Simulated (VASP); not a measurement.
OSZICAR of a VASP run on Rh (fcc):

**OSZICAR**
```
       N       E                     dE             d eps       ncg     rms          rms(c)
DAV:   1     0.110198856898E+03    0.11020E+03   -0.91176E+03  3654   0.143E+03
DAV:   2    -0.778833766789E+01   -0.11799E+03   -0.11292E+03  3729   0.386E+02
DAV:   3    -0.922190833540E+01   -0.14336E+01   -0.14238E+01  4242   0.485E+01
DAV:   4    -0.922990915556E+01   -0.80008E-02   -0.80002E-02  3948   0.372E+00
DAV:   5    -0.923002766279E+01   -0.11851E-03   -0.11850E-03  4177   0.426E-01    0.125E+01
DAV:   6    -0.870684221865E+01    0.52319E+00   -0.11410E+00  3795   0.161E+01    0.447E+00
DAV:   7    -0.868054295695E+01    0.26299E-01   -0.28193E-02  4209   0.215E+00    0.199E+00
DAV:   8    -0.867503218287E+01    0.55108E-02   -0.53880E-03  3798   0.124E+00    0.237E-01
DAV:   9    -0.867485442637E+01    0.17776E-03   -0.17573E-04  4287   0.225E-01    0.518E-02
DAV:  10    -0.867486107611E+01   -0.66497E-05   -0.35337E-06  4028   0.268E-02    0.352E-03
DAV:  11    -0.867486105457E+01    0.21536E-07   -0.22847E-07  2214   0.713E-03
   1 F= -.70672593E+01 E0= -.70674599E+01  d E =-.706726E+01
       N       E                     dE             d eps       ncg     rms          rms(c)
DAV:   1    -0.121780228011E+02   -0.35032E+01   -0.60175E+01  3843   0.128E+02    0.225E+01
DAV:   2    -0.849198821126E+01    0.36860E+01   -0.75654E+00  3705   0.448E+01    0.334E+00
DAV:   3    -0.834422858516E+01    0.14776E+00   -0.36337E-01  4023   0.914E+00    0.267E+00
DAV:   4    -0.834622866160E+01   -0.20001E-02   -0.15613E-02  3921   0.178E+00    0.883E-01
DAV:   5    -0.834822810070E+01   -0.19994E-02   -0.30251E-03  4062   0.689E-01    0.726E-02
DAV:   6    -0.834811687234E+01    0.11123E-03   -0.71702E-05  3996   0.114E-01    0.168E-02
DAV:   7    -0.834811537656E+01    0.14958E-05   -0.60390E-06  4224   0.406E-02    0.793E-04
DAV:   8    -0.834811526408E+01    0.11248E-06   -0.56020E-08  2222   0.339E-03
   2 F= -.69220991E+01 E0= -.69221894E+01  d E =0.145160E+00
       N       E                     dE             d eps       ncg     rms          rms(c)
DAV:   1    -0.111509531904E+02   -0.28028E+01   -0.41201E+01  3819   0.113E+02    0.108E+01
DAV:   2    -0.867141637153E+01    0.24795E+01   -0.58964E+00  3780   0.370E+01    0.439E+00
DAV:   3    -0.864135370043E+01    0.30063E-01   -0.12463E-01  4032   0.485E+00    0.214E+00
DAV:   4    -0.864475239173E+01   -0.33987E-02   -0.10716E-02  3882   0.140E+00    0.629E-01
DAV:   5    -0.864603457549E+01   -0.12822E-02   -0.14438E-03  4164   0.463E-01    0.695E-02
DAV:   6    -0.864595219481E+01    0.82381E-04   -0.41600E-05  3867   0.985E-02    0.950E-03
DAV:   7    -0.864595205183E+01    0.14297E-06   -0.11138E-06  3066   0.170E-02
   3 F= -.70778409E+01 E0= -.70780190E+01  d E =-.105816E-01
       N       E                     dE             d eps       ncg     rms          rms(c)
DAV:   1    -0.864465643970E+01    0.12958E-02   -0.47363E-03  3840   0.117E+00    0.137E-01
DAV:   2    -0.864435290857E+01    0.30353E-03   -0.71220E-04  3792   0.415E-01    0.230E-02
DAV:   3    -0.864434884905E+01    0.40595E-05   -0.12559E-05  4044   0.505E-02    0.125E-02
DAV:   4    -0.864434939165E+01   -0.54260E-06   -0.23727E-06  3632   0.209E-02
   4 F= -.70778574E+01 E0= -.70780346E+01  d E =-.105982E-01
```

Q: Which electronic solver shows in the log?

A: It is blocked Davidson (ALGO = Normal, or the opening steps of other solvers). The INCAR had ALGO = Normal.

Q: Can the final energy be trusted as converged?

A: The calculation finished and met its thresholds. It stopped with EDIFF = 1E-6, NELM = 100, NSW = 40 and EDIFFG = -0.02 after 4 ionic steps (LDA (Ceperley-Alder, Perdew-Zunger), plane waves, VASP's LDA PAW potentials (set 64)). Energy and stress use the plane-wave basis of the starting cell.

The compound is Rh in the fcc structure. This run relaxes it under an external pressure of 20 GPa. Symmetry was kept, so distortions that lower it aren't found.
